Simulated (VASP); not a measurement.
Consider the following.

```
MgB2
1.0
    3.01284     0.00000     0.00000
   -1.50642     2.60919     0.00000
    0.00000     0.00000     3.46348
Mg B
1 2
Direct
  0.00000   0.00000   0.00000
  0.66667   0.33333   0.50000
  0.33333   0.66667   0.50000
```

Method: PBE GGA, VASP's PBE PAW potentials (set 64) (plane waves; VASP). Numerical set-up: 560 eV cut-off, 13×13×10 Γ-centred mesh, Fermi-Dirac smearing of 0.10 eV, potentials Mg B.

Energy and stress use the plane-wave basis of the starting cell.

Task: The ions, cell shape and volume are relaxed. Give the cell that the relaxation ends in.

Result: 
```
MgB2
1.0
    3.07269     0.00000     0.00000
   -1.53634     2.66103     0.00000
    0.00000     0.00000     3.52467
Mg B
1 2
Cartesian
  0.00000   0.00000   0.00000
  1.53635   0.88701   1.76233
  0.00000   1.77402   1.76233
```
Space group P6/mmm (191), at a tolerance of 0.03 Å.

Task: How do energy and volume change from the first to the last step?

Result: The energy (σ→0) changes by -15.5 meV/atom and the volume by +5.9 %, in 5 ionic steps.

```tsv
step	E(σ→0) (eV)	max force (eV/Å)	pressure (GPa)	volume (Å³)
1	-15.2770	0.000	9.78	27.23
2	-15.3129	0.000	-3.63	29.47
3	-15.3226	0.000	0.18	28.74
4	-15.3233	0.000	0.07	28.80
5	-15.3234	0.000	0.02	28.82
```

The structure comes from a computed database's MgB2 entry; how it stands against other phases isn't given here. This run relaxes it. Symmetry was kept, so distortions that lower it aren't found. The run is one of a series of settings (EDIFF = 1E-09, EDIFFG = -0.005, ENCUT = 560, IBRION = 2, ISIF = 3, NSW = 50, KPOINTS 13×13×10 Γ-centred mesh against the base run), some of them coarse on purpose.
